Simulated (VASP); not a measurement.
Set up this calculation in VASP 6.6.1, as the native input.

| Item | Value |
| --- | --- |
| Task | electrostatic potential |
| Functional | r2SCAN |
| Dispersion | rVV10 |
| Potentials or basis | VASP PAW PBE potentials, release 64 (Ga_d, P) |
| Cutoff | 520 eV |
| k mesh | 10 × 10 × 10 |
| Occupations | gaussian, width 0.02 eV |
| Spin | no spin polarisation |
| Further INCAR settings | ALGO = Normal; EDIFF = 1e-07 |

The structure of GaP lies in POSCAR:

```
GaP                                     
1.0
    0.0000000000      2.7170673653      2.7170673653
    2.7170673653      0.0000000000      2.7170673653
    2.7170673653      2.7170673653     -0.0000000000
  Ga              P             
     1     1
Direct
     0.0000000000000000    0.0000000000000000    0.0000000000000000
     0.2500000000000000    0.2500000000000000    0.2500000000000000
```

The cell was built by a generator and needn't be a form met in nature.

One way to write it, as run:

INCAR

```
ALGO     = Normal         # electronic algorithm
BPARAM   = 11.95        
CPARAM   = 0.0093       
EDIFF    = 1E-7           # SCF threshold, eV
ENCUT    = 520            # plane-wave cutoff, eV
ISIF     = 2              # what is computed and relaxed
ISMEAR   = 0              # smearing method
IVDW_NL  = 2            
KPAR     = 4            
LASPH    = True           # aspherical terms in the spheres
LCHARG   = True           # write CHGCAR
LMIXTAU  = True         
LREAL    = False          # projectors in reciprocal space
LUSE_VDW = True         
LVHAR    = True         
LWAVE    = False          # write WAVECAR
METAGGA  = R2SCAN         # meta-GGA
NELM     = 100            # most SCF steps
PREC     = Accurate       # precision mode
SIGMA    = 0.02           # smearing width, eV
```

KPOINTS

```
k-points
0
Gamma
  10 10 10
```

Potentials or basis: VASP PAW PBE potentials, release 64 (Ga_d, P).

Launch:

```bash
$ cat potpaw_PBE.64/Ga_d/POTCAR potpaw_PBE.64/P/POTCAR > POTCAR
$ mpirun -np 4 vasp_std > vasp.out
```

It gave:

| Item | Value |
| --- | --- |
| Pressure | 0.0 GPa |
| Band gap on the k mesh | 1.80 eV, indirect (least direct gap 2.40 eV) |

Caveat: the PAW data sets were made with another functional, which shifts forces and pressure a little.

It took 56 s on 4 MPI ranks on AMD EPYC 9R45 96-Core Processor (Zen 5), on a shared host, peak memory 0.28 GiB a rank.
